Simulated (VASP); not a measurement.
OSZICAR of a VASP run on In31P31:

**OSZICAR**
```
       N       E                     dE             d eps       ncg     rms          rms(c)
DAV:   1    -0.300393443577E+03   -0.30039E+03   -0.14325E+01   312   0.707E+00    0.120E+01
DAV:   2    -0.300547901499E+03   -0.15446E+00   -0.72037E-01   356   0.136E+00    0.819E+00
DAV:   3    -0.300512863341E+03    0.35038E-01   -0.32460E-02   356   0.324E-01    0.480E+00
DAV:   4    -0.300496147282E+03    0.16716E-01   -0.13411E-02   376   0.187E-01    0.266E+00
DAV:   5    -0.300489982444E+03    0.61648E-02   -0.64348E-03   368   0.134E-01    0.142E+00
DAV:   6    -0.300487594900E+03    0.23875E-02   -0.32607E-03   368   0.974E-02    0.747E-01
DAV:   7    -0.300486556139E+03    0.10388E-02   -0.11699E-03   376   0.606E-02    0.390E-01
DAV:   8    -0.300486137944E+03    0.41819E-03   -0.46046E-04   368   0.340E-02    0.205E-01
DAV:   9    -0.300486098206E+03    0.39739E-04   -0.29384E-04   352   0.251E-02    0.119E-01
DAV:  10    -0.300486255547E+03   -0.15734E-03   -0.59168E-04   364   0.398E-02    0.102E-01
DAV:  11    -0.300486457935E+03   -0.20239E-03   -0.10982E-03   392   0.572E-02    0.118E-01
DAV:  12    -0.300486593159E+03   -0.13522E-03   -0.14726E-03   380   0.682E-02    0.133E-01
DAV:  13    -0.300486603661E+03   -0.10502E-04   -0.16454E-03   404   0.727E-02    0.140E-01
DAV:  14    -0.300486483825E+03    0.11984E-03   -0.17329E-03   412   0.719E-02    0.135E-01
DAV:  15    -0.300486273378E+03    0.21045E-03   -0.18561E-03   404   0.659E-02    0.119E-01
DAV:  16    -0.300486051740E+03    0.22164E-03   -0.11968E-03   404   0.545E-02    0.960E-02
DAV:  17    -0.300485912652E+03    0.13909E-03   -0.70678E-04   380   0.393E-02    0.731E-02
DAV:  18    -0.300485936646E+03   -0.23993E-04   -0.94443E-04   396   0.303E-02    0.728E-02
DAV:  19    -0.300486142448E+03   -0.20580E-03   -0.11255E-03   372   0.411E-02    0.101E-01
DAV:  20    -0.300486448855E+03   -0.30641E-03   -0.15206E-03   372   0.635E-02    0.137E-01
DAV:  21    -0.300486703098E+03   -0.25424E-03   -0.22337E-03   396   0.835E-02    0.165E-01
DAV:  22    -0.300486747924E+03   -0.44826E-04   -0.26945E-03   372   0.936E-02    0.173E-01
DAV:  23    -0.300486536560E+03    0.21136E-03   -0.26798E-03   412   0.916E-02    0.159E-01
DAV:  24    -0.300486210409E+03    0.32615E-03   -0.21170E-03   412   0.760E-02    0.130E-01
DAV:  25    -0.300485993963E+03    0.21645E-03   -0.15505E-03   396   0.551E-02    0.106E-01
DAV:  26    -0.300486007035E+03   -0.13072E-04   -0.14959E-03   388   0.459E-02    0.103E-01
DAV:  27    -0.300486181963E+03   -0.17493E-03   -0.20156E-03   380   0.574E-02    0.120E-01
DAV:  28    -0.300486379346E+03   -0.19738E-03   -0.26655E-03   380   0.733E-02    0.140E-01
DAV:  29    -0.300486514122E+03   -0.13478E-03   -0.29352E-03   372   0.817E-02    0.152E-01
DAV:  30    -0.300486550855E+03   -0.36733E-04   -0.27657E-03   388   0.821E-02    0.159E-01
DAV:  31    -0.300486489006E+03    0.61849E-04   -0.27232E-03   372   0.808E-02    0.159E-01
DAV:  32    -0.300486348591E+03    0.14041E-03   -0.30204E-03   404   0.803E-02    0.155E-01
DAV:  33    -0.300486162602E+03    0.18599E-03   -0.32817E-03   412   0.776E-02    0.145E-01
DAV:  34    -0.300485990514E+03    0.17209E-03   -0.26088E-03   404   0.716E-02    0.131E-01
DAV:  35    -0.300485922411E+03    0.68103E-04   -0.23510E-03   388   0.651E-02    0.126E-01
DAV:  36    -0.300486028785E+03   -0.10637E-03   -0.27347E-03   380   0.642E-02    0.136E-01
DAV:  37    -0.300486287510E+03   -0.25873E-03   -0.34212E-03   388   0.756E-02    0.162E-01
DAV:  38    -0.300486548732E+03   -0.26122E-03   -0.42232E-03   364   0.932E-02    0.187E-01
DAV:  39    -0.300486626976E+03   -0.78244E-04   -0.49092E-03   380   0.107E-01    0.198E-01
DAV:  40    -0.300486476469E+03    0.15051E-03   -0.50034E-03   396   0.107E-01    0.187E-01
DAV:  41    -0.300486246605E+03    0.22986E-03   -0.44951E-03   396   0.941E-02    0.173E-01
DAV:  42    -0.300486156812E+03    0.89793E-04   -0.44258E-03   388   0.816E-02    0.162E-01
DAV:  43    -0.300486260523E+03   -0.10371E-03   -0.51206E-03   380   0.831E-02    0.173E-01
DAV:  44    -0.300486388013E+03   -0.12749E-03   -0.61154E-03   372   0.962E-02    0.186E-01
DAV:  45    -0.300486388969E+03   -0.95590E-06   -0.63295E-03   388   0.106E-01    0.189E-01
DAV:  46    -0.300486285836E+03    0.10313E-03   -0.53174E-03   388   0.103E-01    0.182E-01
DAV:  47    -0.300486179591E+03    0.10624E-03   -0.37381E-03   396   0.900E-02    0.172E-01
DAV:  48    -0.300486174161E+03    0.54304E-05   -0.29786E-03   380   0.831E-02    0.173E-01
DAV:  49    -0.300486267509E+03   -0.93348E-04   -0.32352E-03   380   0.886E-02    0.184E-01
DAV:  50    -0.300486356689E+03   -0.89180E-04   -0.54442E-03   388   0.100E-01
   1 F= -.30048636E+03 E0= -.30045822E+03  d E =-.562755E-01
```

Which electronic solver shows in the log?

It is blocked Davidson (ALGO = Normal, or the opening steps of other solvers). The INCAR had ALGO = Normal.

Can the final energy be trusted as converged?

Convergence was not reached. It stopped with EDIFF = 1E-5, NELM = 50 (HSE06 screened hybrid, plane waves, VASP's PBE PAW potentials (set 64)). The supercell is sampled at Γ alone, which is coarse: total energies, pressure and levels can be off, energies of defects by several tenths of an eV.

The cell is a supercell with a defect, built from InP (zinc blende): vac_In-vac_P. The cell's shape comes from a PBE relaxation. The run is not spin-polarised, so no state with unpaired spins was tried.
